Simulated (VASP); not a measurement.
The system is Si2WC3.

```
CELL_PARAMETERS angstrom
4.00219 0.00000 0.00000
-2.00109 3.46600 0.00000
0.00000 0.00000 6.66511
ATOMIC_POSITIONS crystal
Si 0.33333 0.66667 0.00000
Si 0.66667 0.33333 0.00000
W 0.00000 0.00000 0.50000
C 0.00000 0.00000 0.78878
C 0.00000 0.00000 0.21122
C 0.00000 0.00000 0.00000
```

The cell was built by a generator and needn't be a form met in nature.

```yaml
Program: VASP 6.6.1
Task: relaxation of cell and atoms
Functional: PBE
Potentials_or_basis: VASP PAW PBE potentials, release 64 (Si, W_sv, C)
Cutoff: 520 eV
k_mesh: 5 × 5 × 3
Occupations: gaussian, width 0.15 eV
Spin: no spin polarisation
```

At the start: pressure 5.6 GPa; volume 15.41 Å³/atom.

**Question.** Where does the relaxation end?

**Answer.** Over 10 steps the energy falls by 116.7 meV/atom and the volume is 17.65 Å³/atom (+14.5 %); space group P6/mmm (No. 191, to 0.05 Å).

The path:
```tsv
step	energy change (eV)	largest force (eV/Å)	pressure (GPa)	volume (Å³)
1	0.0000	3.4158	5.55	92.46
2	0.0894	8.0204	8.79	99.70
3	-0.4594	1.2168	5.75	96.19
4	-0.6825	0.3206	-1.07	105.84
5	-0.6829	0.2787	-1.28	106.26
6	-0.6673	0.2139	2.24	105.21
7	-0.6954	0.1139	0.12	105.84
8	-0.6998	0.0977	0.12	105.83
9	-0.6994	0.1972	-0.04	105.97
10	-0.7000	0.0123	-0.03	105.88
```

Final structure:
```yaml
crystal:
  lattice:
    - [4.30109, 0.00000, 0.00000]
    - [-2.15054, 3.72485, 0.00000]
    - [0.00000, 0.00000, 6.60891]
  atoms:
    - { symbol: Si, position: [0.33333, 0.66667, 0.00000] }
    - { symbol: Si, position: [0.66667, 0.33333, 0.00000] }
    - { symbol: W, position: [0.00000, 0.00000, 0.50000] }
    - { symbol: C, position: [0.00000, 0.00000, 0.79970] }
    - { symbol: C, position: [0.00000, 0.00000, 0.20030] }
    - { symbol: C, position: [0.00000, 0.00000, 0.00000] }
```

Caveat: the k mesh is coarse (spacing up to 0.36 Å⁻¹), so the values aren't converged.
